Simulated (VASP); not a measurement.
VASP runs on AlRu share one base input (PBE GGA, plane waves, VASP's PBE PAW potentials (set 64)) and change the settings named in each case.

### POSCAR
```
AlRu
2.990
  1.0000000000   0.0000000000   0.0000000000
  0.0000000000   1.0000000000   0.0000000000
  0.0000000000   0.0000000000   7.1822742475
Al Ru
3 3
direct
  0.4973970000   0.4897210000   0.3266240000
  0.5009910000   0.4867310000   0.4636000000
  0.4715580000   0.4790300000   0.6041550000
  0.0277340000   0.0320910000   0.3939640000
  0.0002800000  -0.0012680000   0.5369020000
  0.0020390000   0.0136950000   0.6747540000
```

INCAR:
```
SYSTEM = AlRu
PREC = Accurate
ENCUT = 300
EDIFF = 1E-6
NELM = 100
ALGO = Normal
LREAL = .FALSE.
LASPH = .TRUE.
ISMEAR = -1
SIGMA = 0.1
GGA = PE
LMAXMIX = 4
LWAVE = .FALSE.
LCHARG = .FALSE.
ISIF = 2
```

**KPOINTS**
```
Automatic mesh
0
Gamma
6 6 1
0 0 0
```

POTCAR, in this order: Al Ru_pv (PBE.64 set). Program: vasp_std.

| change | E(σ→0) (eV/atom) | largest force (eV/Å) | −TS (eV) |
|---|---|---|---|
| base run | -6.5730 | 1.701 | -0.1962 |
| GGA = PS | -7.1392 | 1.646 | -0.1954 |
| GGA_COMPAT = .FALSE., LNONCOLLINEAR = .TRUE., LSORBIT = .TRUE., MAGMOM = 0.0 0.0 0.0 0.0 0.0 0.0 0.0 0.0 0.0 0.0 0.0 0.0 0.0 0.0 0.0 0.0 0.0 0.0, program vasp_ncl | -6.6416 | 1.702 | -0.1946 |
| KPOINTS 2×2×1 Γ-centred mesh | -6.2056 | 1.567 | -0.2855 |
 Energies of different potentials or functionals have different zeros.  The cell holds a wide vacuum, so values per volume refer to the whole cell.

Left out are runs that ran out of time, are held back, or changed the cell or the kind of run, fixed moments of cells without a moment, rows past the twelfth, gaps on odd meshes, pressures of charged cells and columns that move by less than the noise.

The cell is a sheet or thin cut with vacuum, built from a generated structure.
